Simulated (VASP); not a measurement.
Consider the following.

```xyz
2
Lattice="0.0000 1.8379 1.8379 1.8379 0.0000 1.8379 1.8379 1.8379 0.0000" Properties=species:S:1:pos:R:3 pbc="T T T"
B      0.0000     0.0000     0.0000
N      0.9190     0.9190     0.9190
```

These are revPBE GGA, VASP's PBE PAW potentials (set 64) (plane waves; VASP) values and carry that method's errors. Settings: 520 eV cut-off, 12×12×12 Γ-centred mesh, Gaussian smearing of 0.050 eV, potentials B N.

Question: What does the run give for the energy per atom (σ→0), pressure, band gap (on the k-mesh) with the smallest direct gap where there is one?

Answer: 
* **band gap (on the k-mesh)**: 4.43 eV
* **smallest direct gap (on the k-mesh)**: 8.63 eV
* **energy per atom (σ→0)**: -8.381 eV/atom
* **pressure**: -10.18 GPa

The absolute energy has meaning only against runs of the same code, potentials and settings.

The compound is BN in the zinc blende structure. This cell is one point of a volume scan, at 1.03 of the reference volume.
